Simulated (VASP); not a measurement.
# Ca: Ca into a neighbouring Ca vacancy, part 2 of 2

How hard is this move in Ca: Ca into a neighbouring Ca vacancy? Both ends are relaxed first, then a band of images between them.

VASP 6.6.1; PBEsol; plane waves and PAW (Ca_pv).

So far. Step 4 (Relax the start): The run ended after 4 ionic steps, 0.024 eV below its first step, once the forces on the free atoms met EDIFFG = -0.05. Step 5 (Relax the end): The run ended after 5 ionic steps, 0.037 eV below its first step, once the forces on the free atoms met EDIFFG = -0.05.

### 6. Nudged elastic band

Images on a straight line between the ends relax across the path, while springs keep them spaced along it.

File INCAR:

```
SYSTEM = Ca
PREC = Normal
ENCUT = 280
EDIFF = 1E-05
NELM = 120
ISMEAR = 1
SIGMA = 0.15
LREAL = Auto
ALGO = Fast
GGA = PS
NBANDS = 150
LWAVE = .FALSE.
LCHARG = .FALSE.
NCORE = 2
IMAGES = 3
SPRING = -5
IBRION = 1
POTIM = 0.3
NSW = 50
EDIFFG = -0.05
ISYM = 0
ISIF = 0
```

File POSCAR:

```
Ca
1.0
   10.9121880448      0.0000000000      0.0000000000
    0.0000000000     10.9121880448      0.0000000000
    0.0000000000      0.0000000000     10.9121880448
Ca
31
Direct
    0.7492129751      0.2504841873      0.9993638082
    0.7485248004      0.0013009459      0.2491089313
    0.0001246776      0.0004061577      0.0007940211
    0.2505007031      0.2497692396      0.9992391341
    0.4999034601      0.5002446026      0.9991816598
    0.7504810657      0.7494484054      0.0005257692
    0.2500380426      0.9993247405      0.2501723310
    0.4989078511      0.2497282116      0.2512420065
    0.7482756989      0.4993419860      0.2491006409
    0.5003353790      0.0001895968      0.5007084093
    0.7500396762      0.2492372098      0.5000277137
    0.7509836772      0.9997921106      0.7500674372
    0.9999017636      0.4987897929      0.0001611759
    0.2490854409      0.7493818302      0.9998828869
    0.0004820358      0.2487149561      0.2494620811
    0.2511466695      0.5003446824      0.2493523264
    0.4996629141      0.7500593794      0.2496150876
    0.0002207369      0.9991685617      0.4990097554
    0.2501332513      0.2489337553      0.4995802614
    0.5001720252      0.5001354516      0.5001394834
    0.7493019866      0.7508778779      0.4997902805
    0.2490877600      0.9996127872      0.7502517835
    0.5013106975      0.2502458098      0.7490220621
    0.7501194962      0.5004336365      0.7494864878
    0.9987067233      0.7505395218      0.2487826428
    0.0005202138      0.4993103517      0.4985304638
    0.2507601003      0.7508995148      0.4997991144
    0.0009409722      0.2498827323      0.7503221471
    0.2505256335      0.4993558458      0.7502002233
    0.5006554522      0.7511515801      0.7499747718
    0.0003946783      0.7506876813      0.7502245720
```

File KPOINTS:

```
Automatic mesh
0
Monkhorst-Pack
2 2 2
0 0 0
```

File 00/POSCAR:

```
Ca
1.0
   10.9121880448      0.0000000000      0.0000000000
    0.0000000000     10.9121880448      0.0000000000
    0.0000000000      0.0000000000     10.9121880448
Ca
31
Direct
    0.7492129751      0.2504841873      0.9993638082
    0.7485248004      0.0013009459      0.2491089313
    0.0001246776      0.0004061577      0.0007940211
    0.2505007031      0.2497692396      0.9992391341
    0.4999034601      0.5002446026      0.9991816598
    0.7504810657      0.7494484054      0.0005257692
    0.2500380426      0.9993247405      0.2501723310
    0.4989078511      0.2497282116      0.2512420065
    0.7482756989      0.4993419860      0.2491006409
    0.5003353790      0.0001895968      0.5007084093
    0.7500396762      0.2492372098      0.5000277137
    0.7509836772      0.9997921106      0.7500674372
    0.9999017636      0.4987897929      0.0001611759
    0.2490854409      0.7493818302      0.9998828869
    0.0004820358      0.2487149561      0.2494620811
    0.2511466695      0.5003446824      0.2493523264
    0.4996629141      0.7500593794      0.2496150876
    0.0002207369      0.9991685617      0.4990097554
    0.2501332513      0.2489337553      0.4995802614
    0.5001720252      0.5001354516      0.5001394834
    0.7493019866      0.7508778779      0.4997902805
    0.2490877600      0.9996127872      0.7502517835
    0.5013106975      0.2502458098      0.7490220621
    0.7501194962      0.5004336365      0.7494864878
    0.9987067233      0.7505395218      0.2487826428
    0.0005202138      0.4993103517      0.4985304638
    0.2507601003      0.7508995148      0.4997991144
    0.0009409722      0.2498827323      0.7503221471
    0.2505256335      0.4993558458      0.7502002233
    0.5006554522      0.7511515801      0.7499747718
    0.0003946783      0.7506876813      0.7502245720
```

File 01/POSCAR:

```
Ca
1.0
   10.9121880448      0.0000000000      0.0000000000
    0.0000000000     10.9121880448      0.0000000000
    0.0000000000      0.0000000000     10.9121880448
Ca
31
Direct
    0.6867171934      0.1880553864      0.9990433453
    0.7488934080      0.0011100545      0.2489313714
    0.0002968454      0.0003543942      0.0004039363
    0.2501743443      0.2497478628      0.9994383725
    0.5001329558      0.5001270050      0.9992378264
    0.7508003590      0.7495893673      0.0000056374
    0.2503071617      0.9996804854      0.2500809466
    0.4993757830      0.2496959262      0.2505530896
    0.7488614323      0.4996127707      0.2491405624
    0.5007065422      0.0003090112      0.5000651164
    0.7500574182      0.2496942603      0.4997908612
    0.7507602986      1.0000813540      0.7497482148
    0.9997445675      0.4991838965      0.0002395296
    0.2494450346      0.7496423741      0.9998956541
    0.0001829245      0.2487563681      0.2494099520
    0.2508552584      0.5001474580      0.2490629082
    0.5002088191      0.7498145462      0.2491274684
   -0.0002538848      0.9997211753      0.4990055996
    0.2501343731      0.2493265414      0.4993590244
    0.5002414255      0.4999893153      0.4999645230
    0.7496603008      0.7504057241      0.5000579215
    0.2493768559      1.0002338043      0.7497521464
    0.5008211010      0.2503230492      0.7487945929
    0.7501904060      0.5005038828      0.7496951076
    0.9988938629      0.7505758592      0.2491911692
    0.0002544567      0.4995533374      0.4987557246
    0.2509392489      0.7503545150      0.4995837450
    0.0003368182      0.2499660209      0.7502551936
    0.2502512392      0.4993590703      0.7504446002
    0.5003816822      0.7508507378      0.7499441531
    0.0004482006      0.7506601682      0.7501093960
```

File 02/POSCAR:

```
Ca
1.0
   10.9121880448      0.0000000000      0.0000000000
    0.0000000000     10.9121880448      0.0000000000
    0.0000000000      0.0000000000     10.9121880448
Ca
31
Direct
    0.6242214117      0.1256265856      0.9987228824
    0.7492620157      0.0009191630      0.2487538114
    0.0004690131      0.0003026306      0.0000138515
    0.2498479856      0.2497264860      0.9996376108
    0.5003624516      0.5000094075      0.9992939930
    0.7511196524      0.7497303292     -0.0005144945
    0.2505762808      1.0000362304      0.2499895622
    0.4998437148      0.2496636407      0.2498641728
    0.7494471657      0.4998835554      0.2491804838
    0.5010777054      0.0004284255      0.4994218236
    0.7500751602      0.2501513108      0.4995540086
    0.7505369200      1.0003705973      0.7494289924
    0.9995873714      0.4995780001      0.0003178834
    0.2498046284      0.7499029180      0.9999084213
   -0.0001161868      0.2487977802      0.2493578229
    0.2505638473      0.4999502336      0.2487734900
    0.5007547241      0.7495697130      0.2486398492
   -0.0007285066      1.0002737888      0.4990014438
    0.2501354948      0.2497193276      0.4991377875
    0.5003108258      0.4998431790      0.4997895625
    0.7500186149      0.7499335703      0.5003255624
    0.2496659518      1.0008548214      0.7492525094
    0.5003315046      0.2504002886      0.7485671238
    0.7502613158      0.5005741290      0.7499037274
    0.9990810025      0.7506121966      0.2495996956
   -0.0000113004      0.4997963230      0.4989809854
    0.2511183975      0.7498095153      0.4993683756
   -0.0002673359      0.2500493095      0.7501882402
    0.2499768449      0.4993622948      0.7506889771
    0.5001079122      0.7505498955      0.7499135345
    0.0005017230      0.7506326550      0.7499942200
```

File 03/POSCAR:

```
Ca
1.0
   10.9121880448      0.0000000000      0.0000000000
    0.0000000000     10.9121880448      0.0000000000
    0.0000000000      0.0000000000     10.9121880448
Ca
31
Direct
    0.5617256300      0.0631977847      0.9984024196
    0.7496306233      0.0007282716      0.2485762515
    0.0006411808      0.0002508670     -0.0003762333
    0.2495216268      0.2497051092      0.9998368492
    0.5005919474      0.4998918100      0.9993501595
    0.7514389457      0.7498712912     -0.0010346263
    0.2508453998      1.0003919754      0.2498981778
    0.5003116466      0.2496313552      0.2491752560
    0.7500328991      0.5001543400      0.2492204052
    0.5014488685      0.0005478398      0.4987785307
    0.7500929022      0.2506083613      0.4993171561
    0.7503135413      1.0006598407      0.7491097701
    0.9994301752      0.4999721037      0.0003962371
    0.2501642222      0.7501634619      0.9999211885
   -0.0004152981      0.2488391922      0.2493056938
    0.2502724362      0.4997530093      0.2484840718
    0.5013006291      0.7493248798      0.2481522301
   -0.0012031283      1.0008264024      0.4989972880
    0.2501366166      0.2501121137      0.4989165506
    0.5003802262      0.4996970428      0.4996146020
    0.7503769290      0.7494614164      0.5005932034
    0.2499550478      1.0014758386      0.7487528724
    0.4998419082      0.2504775281      0.7483396547
    0.7503322257      0.5006443753      0.7501123473
    0.9992681421      0.7506485339      0.2500082220
   -0.0002770575      0.5000393087      0.4992062462
    0.2512975461      0.7492645156      0.4991530063
   -0.0008714899      0.2501325981      0.7501212868
    0.2497024506      0.4993655192      0.7509333540
    0.4998341422      0.7502490532      0.7498829158
    0.0005552453      0.7506051419      0.7498790440
```

File 04/POSCAR:

```
Ca
1.0
   10.9121880448      0.0000000000      0.0000000000
    0.0000000000     10.9121880448      0.0000000000
    0.0000000000      0.0000000000     10.9121880448
Ca
31
Direct
    0.4992298483      0.0007689838      0.9980819567
    0.7499992309      0.0005373802      0.2483986916
    0.0008133486      0.0001991035     -0.0007663181
    0.2491952680      0.2496837324      1.0000360876
    0.5008214431      0.4997742124      0.9994063261
    0.7517582391      0.7500122531     -0.0015547581
    0.2511145189      1.0007477203      0.2498067934
    0.5007795785      0.2495990698      0.2484863391
    0.7506186325      0.5004251247      0.2492603267
    0.5018200317      0.0006672542      0.4981352378
    0.7501106442      0.2510654118      0.4990803036
    0.7500901627      1.0009490841      0.7487905477
    0.9992729791      0.5003662073      0.0004745908
    0.2505238159      0.7504240058      0.9999339557
   -0.0007144094      0.2488806042      0.2492535647
    0.2499810251      0.4995557849      0.2481946536
    0.5018465341      0.7490800466      0.2476646109
   -0.0016777500      1.0013790160      0.4989931322
    0.2501377383      0.2505048998      0.4986953136
    0.5004496265      0.4995509065      0.4994396416
    0.7507352432      0.7489892626      0.5008608443
    0.2502441437      1.0020968557      0.7482532353
    0.4993523117      0.2505547675      0.7481121855
    0.7504031355      0.5007146216      0.7503209671
    0.9994552817      0.7506848713      0.2504167484
   -0.0005428146      0.5002822944      0.4994315070
    0.2514766947      0.7487195158      0.4989376369
   -0.0014756440      0.2502158867      0.7500543333
    0.2494280563      0.4993687437      0.7511777309
    0.4995603722      0.7499482109      0.7498522971
    0.0006087676      0.7505776288      0.7497638680
```

Potentials, in the order of the species: Ca_pv (PBE family, release 64).

Started as:

```
$ mpirun -np 6 vasp_std
```

Run time: 12 min. Hardware: 6 MPI ranks of Intel Xeon Platinum 8488C (Sapphire Rapids), shared host; peak memory 1.8 GiB.

The path, image by image:

```
image  path (A)  energy (eV)      Ca1: x, y, z (Å)
    0     0.000       0.0000  8.176, 2.733, 10.905
    1     1.076       0.2307  7.551, 2.095, 10.907
    2     2.146       0.4525  6.817, 1.363, 10.906
    3     3.217       0.2279  6.084, 0.629, 10.908
    4     4.294       0.0014  5.448, 0.008, 10.891
```

This step gave:

```yaml
electronic_cycles: 111
path_length: 4.294 Å
barrier: 0.4525 eV
barrier_in_the_reverse_direction: 0.4510 eV
barrier_from_a_spline_through_the_images: 0.4525 eV
reaction_energy: 0.001423 eV
```

What the program prints for this run, and its count of cycles, belong to image 1; the force that counts for the threshold is the band's, across the path.

### 7. Results

```yaml
hop: Ca into a neighbouring Ca vacancy
barrier: 0.452 eV
barrier_in_the_reverse_direction: 0.451 eV
barrier_from_a_spline_through_the_images: 0.452 eV
reaction_energy: 0.00142 eV
path_length: 4.29 Å
```

In words: The barrier is 0.45 eV forwards and 0.45 eV backwards. With an attempt frequency of 10¹³ per second, taken as a typical value, this barrier gives about 10^5 hops a second at 300 K. Both ends are alike and an image sits at the midpoint, which is the saddle if the path is symmetric. The band met its force threshold after 11 steps. Cell and mesh are small and were not tested. The band started on a straight line, so other routes may lie lower.

[Lines on the potential files, build, host, timing and source positions are cut from VASP's logs without a mark.]

[Logs are printed without paths, hosts, clocks, repeated set-up lines and the standing remarks that a program may print on its own settings, such as how far it seeks lower states.]

[Hosts, paths, dates, database ids (printed as entryN), source tags and the programs' standing remarks are cut or masked in the printed files.]

[Runs that stopped without an error message from VASP are left out.]
